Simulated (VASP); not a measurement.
Write the native input for VASP 6.6.1 that does the following.

```
Task                   : single point
Functional             : LDA
Potentials or basis    : VASP PAW LDA potentials, release 64 (Cs_sv, Sr_sv, F)
Cutoff                 : 520 eV
k mesh                 : 6 × 6 × 6
Occupations            : gaussian, width 0.05 eV
Spin                   : no spin polarisation
Dipole correction      : no
Further INCAR settings : ALGO = Normal; EDIFF = 1e-06; NBANDS = 28
```

The structure of CsSrF3 lies in POSCAR:

```
CsSrF3
1.0
    4.6482766144      0.0000000000      0.0000000000
    0.0000000000      4.6482766144      0.0000000000
    0.0000000000      0.0000000000      4.6482766144
Cs Sr F
1 1 3
Direct
    0.0000000000      0.0000000000      0.0000000000
    0.5000000000      0.5000000000      0.5000000000
    0.0000000000      0.5000000000      0.5000000000
    0.5000000000      0.0000000000      0.5000000000
    0.5000000000      0.5000000000      0.0000000000
```

The cell comes from a database or a generator and needn't be the stable form of this composition.

One way to write it, as run:

INCAR

```
PREC = Accurate
ENCUT = 520
EDIFF = 1E-6
ISMEAR = 0
SIGMA = 0.05
LREAL = False
LASPH = True
NELM = 100
ALGO = Normal
ISIF = 2
LWAVE = False
LCHARG = False
GGA = CA
NBANDS = 28
```

KPOINTS

```
Automatic mesh
0
Gamma
  6 6 6
```

Potentials or basis: VASP PAW LDA potentials, release 64 (Cs_sv, Sr_sv, F).

Command:

```bash
$ cat potpaw_LDA.64/Cs_sv/POTCAR potpaw_LDA.64/Sr_sv/POTCAR potpaw_LDA.64/F/POTCAR > POTCAR
$ mpirun -np 1 vasp_std > vasp.out
```

Results of the run:

The pressure is 0.4 GPa. The band gap on the k mesh is 6.29 eV, direct.

Caveat: spin-orbit coupling is left out, which moves the levels of the heavy elements.

Run time: 36 s on 1 thread of Intel(R) Xeon(R) Platinum 8259CL CPU @ 2.50GHz (Skylake/Cascade Lake), with other jobs on the host, peak memory 0.2 GiB.
